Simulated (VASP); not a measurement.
```yaml
crystal:
  lattice:
    - [4.05830, 0.00000, 0.00000]
    - [0.00000, 4.05830, 0.00000]
    - [0.00000, 0.00000, 8.82874]
  atoms:
    - { symbol: Sr, position: [0.00000, 0.50000, 0.66139] }
    - { symbol: Sr, position: [0.50000, 0.00000, 0.33861] }
    - { symbol: Cu, position: [0.50000, 0.50000, 0.00000] }
    - { symbol: Cu, position: [0.00000, 0.00000, 0.00000] }
    - { symbol: Se, position: [0.50000, 0.00000, 0.83157] }
    - { symbol: Se, position: [0.00000, 0.50000, 0.16843] }
    - { symbol: F, position: [0.00000, 0.00000, 0.50000] }
    - { symbol: F, position: [0.50000, 0.50000, 0.50000] }
```

These are r2SCAN meta-GGA, VASP's PBE PAW potentials (set 64) (plane waves; VASP) values and carry that method's errors. Settings: 520 eV cut-off, 6×6×3 Γ-centred mesh, tetrahedra with Blöchl corrections, potentials Sr_sv Cu Se F.

Task: Tabulate the total density of states (states/eV per cell) against energy (eV; zero at the valence-band maximum or, without a gap, the Fermi level).

Result: 
(E (eV), DOS (states/eV)): (-9.92, 0.00); (-9.25, 0.00); (-8.70, 0.00); (-8.03, 0.00); (-7.36, 0.00); (-6.81, 0.51); (-6.14, 14.2); (-5.47, 8.60); (-4.92, 1.51); (-4.25, 1.62); (-3.58, 10.6); (-3.02, 0.00); (-2.36, 12.2); (-1.69, 6.18); (-1.13, 8.57); (-0.47, 3.72); (0.20, 0.00); (0.76, 0.00); (1.42, 0.00); (2.09, 0.07); (2.65, 1.02); (3.31, 7.44); (3.98, 3.09); (4.54, 2.42); (5.20, 4.40)
Within 2 eV below the valence-band maximum the largest weight inside VASP's projection spheres is Cu d.

The structure comes from a computed database's SrCuSeF entry (P4/nmm); how it stands against other phases isn't given here. It was relaxed first.
